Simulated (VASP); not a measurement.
Calculation: PBEsol GGA, VASP's PBE PAW potentials (set 64) (plane waves; VASP).

A VASP calculation is set up with these files.

### POSCAR
```
NaF
1
    0.0000000000     2.3034250000     2.3034250000
    2.3034250000     0.0000000000     2.3034250000
    2.3034250000     2.3034250000     0.0000000000
Na F
1 1
Direct
  0.0000000000   0.0000000000   0.0000000000
  0.5000000000   0.5000000000   0.5000000000
```

INCAR:
```
! general
SYSTEM = NaF
PREC   = Accurate
ENCUT  = 600   ! plane-wave cut-off (eV)
LREAL  = .False.
LASPH  = .True.   ! aspherical one-centre terms

! electronic loop
EDIFF  = 1E-7
NELM   = 100
ALGO   = Normal   ! blocked Davidson

! smearing
ISMEAR = 0
SIGMA  = 0.05

! functional
GGA    = PS   ! PBEsol

! ions
IBRION = 2
NSW    = 30
ISIF   = 2   ! forces and stress, cell fixed
EDIFFG = -0.01   ! ionic stop

! output
LWAVE  = .False.
LCHARG = .False.
```

File KPOINTS:
```
Regular mesh
0
gamma
 10 10 10
0 0 0
```

POTCAR, in this order: Na_pv F (PBE.64 set). Program: vasp_std.

### Question
What will the output report for the number of irreducible k-points (NKPTS), number of bands (NBANDS), largest plane-wave count, number of space-group operations, FFT grid (NGX, NGY, NGZ)?

### Answer

```yaml
number of irreducible k-points (NKPTS): 47
number of bands (NBANDS): 11
largest_plane_wave_count: 869
number_of_space_group_operations: 48
FFT grid (NGX, NGY, NGZ): 28 × 28 × 28
```

The compound is NaF in the rock salt structure. This cell was strained or had an atom moved on purpose.
